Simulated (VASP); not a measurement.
Consider the following.

```yaml
crystal:
  lattice:
    - [4.47623, 0.00000, 0.00000]
    - [-2.23812, 3.87653, 0.00000]
    - [0.00000, 0.00000, 2.63958]
  atoms:
    - { symbol: Pd, position: [0.00000, 0.00000, 0.00000] }
    - { symbol: Pd, position: [0.33333, 0.66667, 0.50000] }
    - { symbol: Pd, position: [0.66667, 0.33333, 0.50000] }
```

Calculation: r2SCAN meta-GGA, VASP's PBE PAW potentials (set 64) (plane waves; VASP 6.6.1). Settings: 400 eV cut-off, 7×7×10 Γ-centred mesh, first-order Methfessel-Paxton smearing of 0.10 eV, potentials Pd.

Estimate the energy per atom (σ→0), band gap (on the k-mesh) with the smallest direct gap where there is one.

```
Property                                                    Result
------------------------  ----------------------------------------
band gap (on the k-mesh)  none (metal, semimetal or under 0.01 eV)
energy per atom (σ→0)                              -22.840 eV/atom
```

The structure was generated: Pd was put into the omega type (P6/mmm), which need not be its known phase. It was relaxed first. The start is the result of an earlier pass.
